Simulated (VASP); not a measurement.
Here is a VASP 6.6.1 calculation.

INCAR

```
PREC = Accurate
ENCUT = 350
EDIFF = 1E-7
ISMEAR = 0
SIGMA = 0.1
LREAL = F
LASPH = T
NELM = 100
ALGO = Fast
ISIF = 2
LWAVE = F
LCHARG = F
ISPIN = 2
MAGMOM = 0.8
LORBIT = 11
LMAXMIX = 4
GGA = CA
NBANDS = 15
```

File KPOINTS:

```
regular mesh
0
Gamma
  10 10 10
```

POSCAR

```
Ni                                      
1.0
    0.0000000000      1.7613365772      1.7613365772
    1.7613365772      0.0000000000      1.7613365772
    1.7613365772      1.7613365772     -0.0000000000
  Ni            
     1
Direct
     0.0000000000000000    0.0000000000000000    0.0000000000000000
```

Potentials or basis: VASP PAW LDA potentials, release 64 (Ni).

Command:

```console
$ cat potpaw_LDA.64/Ni/POTCAR > POTCAR
$ mpirun -np 1 vasp_std > vasp.out
```

Problem. What does it give for the net moment?

Solution. 0.68 μB per cell.

Problem. Predict the band gap on the k mesh.

Solution. None (metal or under the smearing width).

Problem. What does it give for the site moments?

Solution. Ni +0.69 μB.
